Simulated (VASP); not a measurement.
Here is the system:

```yaml
crystal:
  lattice:
    - [3.03534, 0.00000, 0.00000]
    - [0.00000, 3.03534, 0.00000]
    - [0.00000, 0.00000, 3.03534]
  atoms:
    - { symbol: Os, position: [0.00000, 0.00000, 0.00000] }
    - { symbol: Se, position: [0.50000, 0.50000, 0.50000] }
```

All values below come from PBE GGA, VASP's PBE PAW potentials (set 64) (plane waves; VASP 6.6.1). Run with 300 eV cut-off, 11×11×11 Γ-centred mesh, Fermi-Dirac smearing of 0.10 eV, potentials Os Se.

At this cut-off the stress carries a Pulay error, which pulls relaxed volumes low.

Task: Give the stress tensor in GPa (positive for a compressed cell).

Result: 
```
27.15   0.00   0.00
 0.00  27.15   0.00
 0.00   0.00  27.15
```
The pressure is its mean diagonal, 27.15 GPa.

The structure was generated: OsSe was put into an ordered model structure, which need not be its known phase. The cell was not relaxed at this level.
